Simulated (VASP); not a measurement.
Crystal: Mg3Cl2O.

```
Mg Cl O
1.0
     2.83567    1.63718    4.09820
    -2.83567    1.63718    4.09820
     0.00000   -3.27435    4.09820
Mg Cl O
3 2 1
Direct
  0.00000 0.50000 0.00000
  0.50000 0.00000 0.00000
  0.00000 0.00000 0.50000
  0.63008 0.63008 0.63008
  0.36992 0.36992 0.36992
  0.00000 0.00000 0.00000
```

The cell was built by a generator and needn't be a form met in nature.

* Program: VASP 6.6.1
* Task: relaxation of cell and atoms
* Functional: PBE
* Potentials or basis: VASP PAW PBE potentials, release 64 (Mg, Cl, O)
* Cutoff: 600 eV
* k mesh: 6 × 6 × 6
* Occupations: gaussian, width 0.05 eV
* Spin: no spin polarisation

At the start: pressure -2.3 GPa; volume 19.03 Å³/atom.

Task: How do energy, volume and symmetry change on relaxing?

Result: Over 12 steps the energy falls by 320.2 meV/atom and the volume is 19.61 Å³/atom (+3.1 %); space group R-3m (No. 166, to 0.05 Å).

Step by step:
| step | energy change (eV) | largest force (eV/Å) | pressure (GPa) | volume (Å³) |
| --- | --- | --- | --- | --- |
| 1 | 0.0000 | 0.4603 | -2.33 | 114.16 |
| 2 | -0.9877 | 0.3664 | 0.22 | 109.04 |
| 3 | -1.1562 | 1.0660 | 2.00 | 106.31 |
| 4 | -1.1767 | 1.4584 | 2.63 | 105.00 |
| 5 | -1.4888 | 1.2937 | 0.52 | 109.04 |
| 6 | -1.8947 | 0.2667 | -1.41 | 120.82 |
| 7 | -1.8974 | 0.2046 | -1.48 | 121.48 |
| 8 | -1.9161 | 0.1572 | 0.57 | 116.67 |
| 9 | -1.9208 | 0.0348 | -0.10 | 118.12 |
| 10 | -1.9208 | 0.0402 | -0.07 | 118.05 |
| 11 | -1.9211 | 0.0168 | -0.03 | 117.85 |
| 12 | -1.9211 | 0.0005 | 0.01 | 117.69 |

Final structure:
```cif
data_structure
_symmetry_space_group_name_H-M 'P 1'
_symmetry_Int_Tables_number 1
_cell_length_a 4.9254
_cell_length_b 4.9254
_cell_length_c 4.9254
_cell_angle_alpha 84.061
_cell_angle_beta 84.061
_cell_angle_gamma 84.061
_cell_volume 117.69
loop_
_atom_site_label
_atom_site_type_symbol
_atom_site_fract_x
_atom_site_fract_y
_atom_site_fract_z
_atom_site_occupancy
Mg1 Mg 0.00000 0.50000 0.00000 1
Mg2 Mg 0.50000 0.00000 0.00000 1
Mg3 Mg 0.00000 0.00000 0.50000 1
Cl1 Cl 0.65987 0.65987 0.65987 1
Cl2 Cl 0.34013 0.34013 0.34013 1
O1 O 0.00000 0.00000 0.00000 1
```
